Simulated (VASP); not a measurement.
Here is the system:

```
Na
1.0
   -2.06807     2.06807     2.06807
    2.06807    -2.06807     2.06807
    2.06807     2.06807    -2.06807
Na
1
Cartesian
  0.00000   0.00000   0.00000
```

Level of theory: PBEsol GGA, VASP's PBE PAW potentials (set 64) (plane waves; VASP). Settings: 480 eV cut-off, 12×12×12 Γ-centred mesh, first-order Methfessel-Paxton smearing of 0.10 eV, potentials Na_pv.

Energy and stress use the plane-wave basis of the starting cell.

Task: The ions, cell shape and volume at an external pressure of 5.0 GPa are relaxed. Which structure does the run end with?

Result: 
```
Na
1.0
   -1.86489     1.86489     1.86489
    1.86489    -1.86489     1.86489
    1.86489     1.86489    -1.86489
Na
1
Direct
  0.00000   0.00000   0.00000
```
Space group Im-3m (229), at a tolerance of 0.03 Å.

Task: How do energy and volume change from the first to the last step?

Result: The energy (σ→0) changes by +121.1 meV/atom and the volume by -26.7 %, in 7 ionic steps.

```csv
step,E(σ→0) (eV),max force (eV/Å),pressure (GPa),volume (Å³)
1,-1.3957,0.000,0.17,35.38
2,-1.3631,0.000,2.05,30.19
3,-1.2986,0.000,4.20,26.79
4,-1.2692,0.000,5.07,25.77
5,-1.2746,0.000,4.92,25.95
6,-1.2746,0.000,4.92,25.95
7,-1.2745,0.000,4.94,25.94
```

The compound is Na in the bcc structure. This run relaxes it under an external pressure of 5 GPa. Symmetry was kept, so distortions that lower it aren't found.
